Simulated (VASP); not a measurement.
An input for Ansatz (written as the equivalent of a VASP run, and not itself run):

Ansatz 0.2 input:
```yaml
crystal:
  lattice:
    - [-2.9092319, 2.9092319, 5.5253231]
    - [2.9092319, -2.9092319, 5.5253231]
    - [2.9092319, 2.9092319, -5.5253231]
  atoms:
    - { symbol: Cd, position: [0.0000000, 0.0000000, 0.0000000] }
    - { symbol: Cd, position: [0.7500000, 0.2500000, 0.5000000] }
    - { symbol: Ge, position: [0.5000000, 0.5000000, 0.0000000] }
    - { symbol: Ge, position: [0.2500000, 0.7500000, 0.5000000] }
    - { symbol: As, position: [0.8750000, 0.8495003, 0.4745003] }
    - { symbol: As, position: [0.1504997, 0.6250000, 0.0254997] }
    - { symbol: As, position: [0.3750000, 0.4004997, 0.5254997] }
    - { symbol: As, position: [0.5995003, 0.1250000, 0.9745003] }
kpoints:
  mp_grid: { grid: [6, 6, 6] }
hamiltonian:
  xc: pbesol
  pseudopotentials: { kind: paw }
scf:
  occupations: { method: gaussian, width: 0.05 }
  max_iter: 100
relax:
  max_steps: 40
  f_tol: 0.02
  cell: { p_target: 5 }
output: { forces: true, stress: true, eigenvalues: true }
```

Problem. Translate this input to VASP (INCAR, KPOINTS, POSCAR, choice of POTCAR).

Solution. One answer among several that fit: 
File KPOINTS:
```
Automatic
0
G
6 6 6
```

INCAR:
```
ALGO = Normal
EDIFF = 1E-6
EDIFFG = -0.02
ENCUT = 500
GGA = PS
IBRION = 2
ISIF = 3
ISMEAR = 0
LASPH = .True.
LCHARG = .False.
LMAXMIX = 4
LREAL = .False.
LWAVE = .False.
NELM = 100
NSW = 40
PREC = Accurate
PSTRESS = 50
SIGMA = 0.05
SYSTEM = CdGeAs2
```

### POSCAR
```
CdGeAs2
1.0
 -2.9092319032   2.9092319032   5.5253231148
  2.9092319032  -2.9092319032   5.5253231148
  2.9092319032   2.9092319032  -5.5253231148
Cd Ge As
2 2 4
Cart
  0.0000000000   0.0000000000   0.0000000000
  0.0000000000   2.9092319032   2.7626615574
  0.0000000000   0.0000000000   5.5253231148
  2.9092319032   0.0000000000   2.7626615574
  1.3062469824   1.4546159516   6.9066538935
  1.4546159516  -1.3062469824   4.1439923361
  1.6029849208   1.4546159516   1.3813307787
  1.4546159516   4.2154788856  -1.3813307787
```

POTCAR, in this order: Cd Ge_d As (PBE.64 set). Program: vasp_std.

What does not carry over: each code has its own PAW files, so the cut-off isn't converted (ENCUT is set for VASP's; basis.ecutwfc is left out, and Ansatz then takes the one that its files recommend); Ansatz stops its SCF on the density residual and VASP on the energy change (EDIFF).

The compound is CdGeAs2 in the chalcopyrite structure. This run relaxes it under an external pressure of 5 GPa. Symmetry was kept, so distortions that lower it aren't found.
